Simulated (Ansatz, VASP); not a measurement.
# One calculation of Ga4AsN3, two programs

```
N Ga As
1.0
     4.75179    0.00000    0.00000
     0.00000    4.75179    0.00000
     0.00000    0.00000    4.75179
N Ga As
3 4 1
Direct
  0.50000 0.00000 0.00000
  0.00000 0.50000 0.00000
  0.00000 0.00000 0.50000
  0.22699 0.77301 0.77301
  0.77301 0.22699 0.77301
  0.77301 0.77301 0.22699
  0.22699 0.22699 0.22699
  0.50000 0.50000 0.50000
```

Alike in both runs: task single point; functional r2SCAN; k mesh 4 × 4 × 4; occupations fermi-dirac, width 0.02 eV; no spin polarisation.

|  | VASP | Ansatz |
| --- | --- | --- |
| version | VASP 6.6.1 | Ansatz 0.2.0 |
| potentials or method | VASP PAW PBE potentials, release 64 (N, Ga_d, As) | plane waves, PAW |
| plane-wave cutoff (eV) | 520 | 500 |
| valence electrons in the cell | 72 | 82 |

VASP gave:

```
pressure (GPa)                     : 5.4
rms of the force components (eV/Å) : 0.059
```

Estimate Ansatz's values.

pressure (GPa): 4.7; rms of the force components (eV/Å): 0.059.

With one functional, cell and mesh, what is left measures potentials, basis and numerics. The two sets of potentials don't hold the same shells in valence.

Caveats: the PAW data sets were made with another functional, which shifts forces and pressure a little (VASP).
